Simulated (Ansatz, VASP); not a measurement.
This is a calculation of CsBa3 for VASP 6.6.1. Atoms were shifted at random by some hundredths of an Å from the given cell, which wasn't relaxed again for these runs. The cell comes from a database or a generator and needn't be the stable form of this composition.

File INCAR:

```
SYSTEM = CsBa3
ALGO = Normal
EDIFF = 1E-7
ENCUT = 520
GGA = PE
ISIF = 2
ISMEAR = -1
LASPH = .TRUE.
LCHARG = .TRUE.
LELF = .TRUE.
LREAL = .FALSE.
LVHAR = .TRUE.
LWAVE = .FALSE.
NBANDS = 28
NELM = 80
PREC = Accurate
SIGMA = 0.05
```

KPOINTS

```
k-points
0
G
  4 4 4
  0 0 0
```

The input POSCAR:

```
CsBa3
1.0
    6.6043710000      0.0000000000      0.0000000000
    0.0000000000      6.6043710000      0.0000000000
    0.0000000000      0.0000000000      6.6043710000
Ba Cs
3 1
Direct
    0.5022380000      0.4966310000     -0.0074410000
    0.4993510000      0.0088980000      0.5032420000
   -0.0042600000      0.5093990000      0.5021600000
   -0.0006200000     -0.0028360000      0.0049940000
```

Potentials or basis: VASP PAW PBE potentials, release 64 (Ba_sv, Cs_sv).

Command:

```sh
$ cat potpaw_PBE.64/Ba_sv/POTCAR potpaw_PBE.64/Cs_sv/POTCAR > POTCAR
$ mpirun -np 1 vasp_std > vasp.out
```

Problem. What does the same run look like in Ansatz 0.2.0? Potentials or basis there: Ansatz PAW, cutoff 420 eV.

Solution. As run (cutoffs and basis follow the program's own potentials, and thresholds, step limits or extra output files can differ):

input.yaml

```yaml
crystal:
  lattice:
    - [6.604371, 0.0, 0.0]
    - [0.0, 6.604371, 0.0]
    - [0.0, 0.0, 6.604371]
  atoms:
    - { symbol: Ba, position: [0.502238, 0.496631, -0.007441] }
    - { symbol: Ba, position: [0.499351, 0.008898, 0.503242] }
    - { symbol: Ba, position: [-0.00426, 0.509399, 0.50216] }
    - { symbol: Cs, position: [-0.00062, -0.002836, 0.004994] }
hamiltonian:
  xc: pbe
  pseudopotentials: { kind: paw }
kpoints:
  mp_grid: { grid: [4, 4, 4] }
scf:
  occupations: { method: fermi_dirac, width: 0.05 }
output:
  forces: true
  stress: true
  eigenvalues: true
```

Potentials or basis: Ansatz PAW.

Run with:

```console
$ ansatz run input.yaml --threads 2 --pin off --max-ram 5120MiB --backend cpu --events-out ev --progress --plain --runs-dir out
```

Both were run:

|  | VASP | Ansatz |
| --- | --- | --- |
| Pressure | 0.0 GPa | 0.0 GPa |
| Largest force | 0.103 eV/Å | 0.102 eV/Å |

Ansatz's pressure holds a Pulay term of +0.00 GPa for its cutoff of 420 eV, which the other run lacks.

Where Ansatz's input types no cutoff or centring, it takes its own default and a Γ-centred mesh.

Pressure is positive in compression.
